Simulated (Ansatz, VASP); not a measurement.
# BN in two plane-wave programs, part 3 of 3

One calculation is typed for both programs; each brings its own data sets. How far apart do they land? The cell is taken from a series of runs on this material, whose earlier steps may have relaxed, scaled, displaced or heated it; both programs get it as it stands.

VASP 6.6.1 and Ansatz 0.2.0.

So far: Set-up; VASP: zone-centre phonons, LDA.

## 3. Ansatz: zone-centre phonons, LDA

Level of this step: Ansatz beside VASP: Kohn-Sham DFT, plane waves, LDA (Ansatz).

Ansatz runs on norm-conserving files, of PseudoDojo where its log says so.

The same cell, functional (in two slightly different forms) and mesh now go to Ansatz, which takes its cutoff from its data sets.

Contents of input.yaml:

```yaml
crystal:
  lattice:
    - [2.4903744929, 0.0, 0.0]
    - [-1.2451872467, 2.1567275757, 0.0]
    - [0.0, 0.0, 6.4732258006]
  atoms:
    - { symbol: B, position: [0.3333333333, 0.6666666667, 0.25] }
    - { symbol: B, position: [0.6666666667, 0.3333333333, 0.75] }
    - { symbol: "N", position: [0.3333333333, 0.6666666667, 0.75] }
    - { symbol: "N", position: [0.6666666667, 0.3333333333, 0.25] }
kpoints:
  mp_grid: { grid: [9, 9, 4] }
hamiltonian:
  xc: lda
  pseudopotentials: { kind: nc, accuracy: standard }
scf:
  occupations: { method: fixed }
output:
  eigenvalues: true
phonons:
  method: dfpt
  dielectric: true
  rigid_motions: translations
  raman: true
```

On the command line:

```
> ansatz run input.yaml --threads 8 --pin off --max-ram 16384MiB --backend cpu --events-out ev --progress --plain --runs-dir out
```

Output:

```text
Engine: ansatz 0.2.0, aarch64-unknown-linux-gnu
Pseudopotentials: kind: nc
Pseudopotential: B, nc, valence charge 3, recommended cutoff 1034.032677 eV (normal), B.nc.azcp (PseudoDojo's, or run here from an input of PseudoDojo's; its table is named by hamiltonian.pseudopotentials.accuracy)
Pseudopotential: N, nc, valence charge 5, recommended cutoff 1142.878222 eV (normal), N.nc.azcp (PseudoDojo's, or run here from an input of PseudoDojo's; its table is named by hamiltonian.pseudopotentials.accuracy)
Functional definition: SPW92
  exchange = slater_x
  correlation = pw_c
Crystal: 4 atoms, lattice volume = 34.768 Å³
Basis set: ecut = 1142.878222 eV, 3047 PW (Γ), exchange–correlation on 60×60×144 points (8 copies of the dense FFT grid, shifted against one another)
Bands: 12, of which v1, the nominal top of the filled ones, is band 8 counted from 1 (7 counted from 0)
Symmetry: 24 space group operations
k-points: 95 of 324 (irreducible under 2 space group operations, time reversal used)
Non-local potential: B, projectors of the file, l = 0: 2, l = 1: 2
Non-local potential: N, projectors of the file, l = 0: 2, l = 1: 2
Initial density: superposition of atomic densities (chi_scale 0.1, normalization cell, long waves kept (reshape's long-wave potential 0.01 eV rms))
Initial wavefunctions: pseudopotential atomic-orbital guess
Functional: x = slater, c = lda
SCF iter   1: F=—  HF=-733.509803 eV  |F-HF|=—  |Δ(HF+E_count)|=         —  Δρ=1.57e-1  dr2=8.21e0  ethr=3.10e-3  ⟨swp⟩=5.4  Hψ=6763  notcnv=0  defer=190
preconditioner: auto → none  [insulator: Δε(μ)=5.872 eV  Ē_g=17.200 eV  n_scr=4 (ndim 8)  ℏωp=25.2 eV  f_vac=0.000  ε∞_Penn≈3.1]
SCF iter   2: F=—  HF=-730.742619 eV  |F-HF|=—  |Δ(HF+E_count)|=    2.77e0  Δρ=6.93e-2  dr2=9.18e-1  ethr=3.10e-3  ⟨swp⟩=4.1  Hψ=3628  notcnv=0  defer=184
SCF iter   3: F=—  HF=-730.458880 eV  |F-HF|=—  |Δ(HF+E_count)|=   2.84e-1  Δρ=2.20e-2  dr2=9.88e-2  ethr=3.10e-3  ⟨swp⟩=3.3  Hψ=2666  notcnv=0  defer=187
SCF iter   4: F=—  HF=-730.430275 eV  |F-HF|=—  |Δ(HF+E_count)|=   2.86e-2  Δρ=8.02e-3  dr2=1.23e-2  ethr=6.17e-4  ⟨swp⟩=2.3  Hψ=1725  notcnv=0  defer=190
SCF iter   5: F=—  HF=-730.427004 eV  |F-HF|=—  |Δ(HF+E_count)|=   3.27e-3  Δρ=1.08e-3  dr2=2.24e-4  ethr=7.70e-5  ⟨swp⟩=3.4  Hψ=2134  notcnv=0  defer=190
SCF iter   6: F=—  HF=-730.426954 eV  |F-HF|=—  |Δ(HF+E_count)|=   5.01e-5  Δρ=1.19e-4  dr2=2.84e-6  ethr=1.40e-6  ⟨swp⟩=2.1  Hψ=1872  notcnv=0  defer=187
SCF iter   7: F=—  HF=-730.426954 eV  |F-HF|=—  |Δ(HF+E_count)|=   6.16e-7  Δρ=6.97e-6  dr2=6.56e-9  ethr=1.77e-8  ⟨swp⟩=2.2  Hψ=1841  notcnv=0  defer=168
SCF iter   8: F=—  HF=-730.426955 eV  |F-HF|=—  |Δ(HF+E_count)|=   4.68e-7  Δρ=8.28e-7  dr2=8.88e-11  ethr=1.00e-12  ⟨swp⟩=9.6  Hψ=10171  notcnv=0
SCF iter   9: F=-730.426955 eV  HF=-730.426955 eV  |F-HF|=3.41e-13  |Δ(HF+E_count)|=  2.98e-11  Δρ=6.16e-8  dr2=4.65e-13  ethr=1.00e-12  ⟨swp⟩=5.0  Hψ=6066  notcnv=0
SCF 1 converged in 9 iterations: F = -730.426955 eV  dr2 = 4.65e-13
NSCF: frozen V_eff on 4 k-points
DFPT response loops at Γ: preconditioner auto → Resta (q_TF=auto, 2.397 Å⁻¹)  ε∞=3.8 (no band partly filled); β = 1.00, the filter's whole step (`scf.mixing.beta` (0.50) is not read by the response loops at its default; to damp them type it under 1.00, their step now; it binds the ground state too); Broyden in place of MSR1
── the response to a field inside a basis, on 16×16×6 k-points: an SCF that follows is theirs, and a resumed run solves both again ──
Bands: 9, of which v1, the nominal top of the filled ones, is band 8 counted from 1 (7 counted from 0)
k-points: 216
Initial density: handed on by an earlier stage of this run
Initial wavefunctions: pseudopotential atomic-orbital guess (no wavefunctions were taken with the density)
Eigensolver: Dense (216 Hₖ)
SCF iter   1: F=—  HF=-730.424778 eV  |F-HF|=—  |Δ(HF+E_count)|=         —  Δρ=6.64e-5  dr2=1.89e-7  ethr=1.00e-1
preconditioner: auto → none  [insulator: Δε(μ)=4.108 eV  Ē_g=13.140 eV  n_scr=4 (ndim 8)  ℏωp=25.2 eV  f_vac=0.008  ε∞_Penn≈4.7]
SCF iter   2: F=—  HF=-730.424779 eV  |F-HF|=—  |Δ(HF+E_count)|=   2.03e-7  Δρ=3.30e-5  dr2=4.46e-8  ethr=1.18e-9
SCF iter   3: F=—  HF=-730.424779 eV  |F-HF|=—  |Δ(HF+E_count)|=   7.10e-8  Δρ=2.19e-6  dr2=1.20e-9  ethr=2.79e-10
SCF iter   4: F=-730.424779 eV  HF=-730.424779 eV  |F-HF|=8.30e-12  |Δ(HF+E_count)|=  3.16e-10  Δρ=6.37e-7  dr2=3.98e-11  ethr=7.50e-12
SCF 1 converged in 4 iterations: F = -730.424779 eV  dr2 = 3.98e-11
DFPT response loops at Γ: mixed as the last ones told, above
DFPT response loops at Γ: mixed as the last ones told, above
SCF converged after 9 iterations
Free energy (F): -730.426955 eV
Harris-Foulkes:  -730.426955 eV  (|F-HF|=3.41e-13)
Internal energy: -730.426955 eV  (E = F + TS)
E sigma→0 (E₀):  -730.426955 eV
Fermi energy:    4.814836 eV
--- Per-component energies (eV) ---
  E_band       = -36.542786
  E_kinetic    = 513.651219
  E_local      = -643.051824  (includes V_loc(G=0)·N_el)
  E_nonlocal   = -64.054563
  E_hartree    = 212.129071
  E_xc         = -234.884487
  E_vxc        = -267.345765  (∫ρ·V_xc dr)
  E_ewald      = -514.216371
  E_smearing   = -0.000000  (= −TS)
  E_closure    = 0.000000  (closes the sum)
  Σ components = -730.426955   (vs F -730.426955, Δ=0.00e0)
--- Band table (eV; the first three rows and the last of 95) ---
  k-point 0: bands = [... 4 lower, 3.4902, 3.4902, 3.5372, 3.5372, 9.9793, 15.2041, 16.4785, 16.4785]
  k-point 1: bands = [... 4 lower, 3.4971, 3.4971, 3.5303, 3.5303, 10.7508, 14.3734, 16.5004, 16.5004]
  k-point 2: bands = [... 4 lower, 3.5136, 3.5136, 3.5136, 3.5136, 12.5386, 12.5386, 16.5542, 16.5542]
  k-point 94: bands = [... 4 lower, -0.4449, -0.4449, 2.9191, 2.9191, 11.2300, 11.2300, 16.4864, 16.4864]
--- Phonons (Γ-DFPT): 4 representative perturbations + reference, on 95 of 324 k-points (Σ response iterations 14) ---
  k mesh reduced under 2 symmetry operations, with k and −k counted as one. Each operation leaves every solved perturbation unchanged. A smaller set is not considered because the run solves the response to a homogeneous field
  ASR residual: 6.621e-5 → 0.000e0 eV/Å²; symmetrization residual: 2.761e-6 eV/Å²
  ASR residual per site (eV/Å²): 1.03e-5 1.03e-5 6.62e-5 6.62e-5
  Γ frequencies (cm⁻¹): 0.00 0.00 0.00 50.92 50.92 115.01 756.03 817.50 1383.02 1383.02 1383.05 1383.05
  ε∞ (high-frequency dielectric tensor):
        4.856068    -0.000000     0.000000
        0.000000     4.856068     0.000000
        0.000000     0.000000     2.856355
  ε⁰ (static dielectric tensor: ions relaxed, cell fixed):
        6.622706    -0.000000     0.000000
        0.000000     6.622706    -0.000000
        0.000000    -0.000000     3.406061
  ε⁰ − ε∞ (ionic part):
        1.766639    -0.000000     0.000000
       -0.000000     1.766639    -0.000000
        0.000000    -0.000000     0.549706
  softest optical mode at Γ: 50.92 cm⁻¹; the repairs (sum rule, projections) moved no ω² at Γ by more than (1.46 cm⁻¹)²
  Born effective charges Z* (e; rows j = field, columns β = displacement):
    site 0:
         2.69889   -0.00000    0.00000
        -0.00000    2.69889    0.00000
         0.00000    0.00000    0.82296
    site 1:
         2.69889    0.00000    0.00000
        -0.00000    2.69889    0.00000
         0.00000    0.00000    0.82296
    site 2:
        -2.69889    0.00000    0.00000
         0.00000   -2.69889    0.00000
         0.00000    0.00000   -0.82296
    site 3:
        -2.69889   -0.00000    0.00000
         0.00000   -2.69889    0.00000
         0.00000    0.00000   -0.82296
  Z* charge neutrality: 6.973e-4 e pre-enforcement
  solved inside a basis spanned on kpoints, on 16×16×6 k-points transformed towards the longest dipole: ε∞ is read to err by 1.3e-2, Z* by 1.1e-2 e (field_mesh: kpoints solves on kpoints); Z* is corrected for what the basis lacks
  Raman tensors (in the event stream and the table raman_tensors.tsv): an entry may err by 2.1e-2 Å², one of the second-order susceptibility by 1.1e-20 pm/V (basis, points and sum rule); their sum over the sites missed zero by 1.776e-15 Å² ahead of its enforcement
  optical modes at Γ without the LO–TO term, one row a degenerate level:
      ω (cm⁻¹)  modes    IR ((D/Å)²/amu)  static Raman (Å⁴/amu)  depolarisation
         50.92      2             0.0000                 0.0892           0.750
        115.01      1             0.0000                 0.0000               —
        756.03      1             5.1218                 0.0000               —
        817.50      1             0.0000                 0.0000               —
       1383.02      2             0.0000               722.6276           0.750
       1383.05      2           110.1723                 0.0000               —
  optical modes at Γ + LO–TO along q̂ = [1.0000, 0.0000, 0.0000]:
      ω (cm⁻¹)  modes    IR ((D/Å)²/amu)  static Raman (Å⁴/amu)  depolarisation
         50.92      2             0.0000                 0.0892           0.750
        115.01      1             0.0000                 0.0000               —
        756.03      1             5.1218                 0.0000               —
        817.50      1             0.0000                 0.0000               —
       1383.02      2             0.0000               722.6276           0.750
       1383.05      1            55.0862                 0.0000               —
       1615.15      1            55.0862                 0.0000               —
  optical modes at Γ + LO–TO along q̂ = [0.0000, 1.0000, 0.0000]:
      ω (cm⁻¹)  modes    IR ((D/Å)²/amu)  static Raman (Å⁴/amu)  depolarisation
         50.92      2             0.0000                 0.0892           0.750
        115.01      1             0.0000                 0.0000               —
        756.03      1             5.1218                 0.0000               —
        817.50      1             0.0000                 0.0000               —
       1383.02      2             0.0000               722.6276           0.750
       1383.05      1            55.0862                 0.0000               —
       1615.15      1            55.0862                 0.0000               —
  optical modes at Γ + LO–TO along q̂ = [0.0000, 0.0000, 1.0000]:
      ω (cm⁻¹)  modes    IR ((D/Å)²/amu)  static Raman (Å⁴/amu)  depolarisation
         50.92      2             0.0000                 0.0892           0.750
        115.01      1             0.0000                 0.0000               —
        817.50      1             0.0000                 0.0000               —
        825.57      1             5.1218                 0.0000               —
       1383.02      2             0.0000               722.6276           0.750
       1383.05      2           110.1723                 0.0000               —
```

## 4. Differences

Known differences besides the potentials themselves: the two LDA forms differ slightly; fixed occupations in Ansatz, narrow Gaussian smearing in VASP; VASP's response is taken on the typed mesh, Ansatz refines its own for the field response alone; the cutoff is 1142.88 eV in Ansatz and 600 eV in VASP; VASP's log shows a relativistic correction to its local exchange, Ansatz's none. Total energies have different zeros and are not compared.

Compared:

```csv
quantity,Ansatz,VASP,difference
ε∞ xx,4.86,4.91,-1.11 %
ε∞ yy,4.86,4.91,-1.11 %
ε∞ zz,2.86,2.87,-0.57 %
Born charge of B1 (mean of the diagonal) (e),2.07,2.08,0.00
Born charge of N3 (mean of the diagonal) (e),-2.07,-2.08,0.00
optical mode 1 to 2 (cm⁻¹),50.9,49.7,+1.3
optical mode 3 (cm⁻¹),115.0,112.5,+2.21 %
optical mode 4 (cm⁻¹),756.0,752.0,+0.54 %
optical mode 5 (cm⁻¹),817.5,812.4,+0.62 %
optical mode 6 to 9 (cm⁻¹),1383.0,1378.9,+0.30 %
```

Modes are paired by rising frequency, not by their patterns, so a pair may set unlike modes beside each other; they are those without the splitting of longitudinal modes.

## 5. Results

| Item | Value |
| --- | --- |
| r.m.s. difference of the optical zone-centre modes, each program's sorted by frequency (zone-centre phonons, LDA) | 3.6 cm⁻¹ |
| difference in optical mode 3 (zone-centre phonons, LDA) | +2.2 % |

The r.m.s. difference of the optical zone-centre modes, each program's sorted by frequency is 3.6 cm⁻¹ (zone-centre phonons, LDA). Among the rows given in per cent, the largest difference of the zone-centre phonons, LDA pair is in optical mode 3, +2.2 %. How closely two codes agree says nothing of how well the functional describes the real material.

[Lines on the potential files, build, host, timing and source positions are cut from VASP's logs without a mark.]

[Logs are printed without paths, hosts, clocks, repeated set-up lines and the standing remarks that a program may print on its own settings, such as how far it seeks lower states.]

[Hosts, paths, dates, database ids (printed as entryN), source tags and the programs' standing remarks are cut or masked in the printed files.]
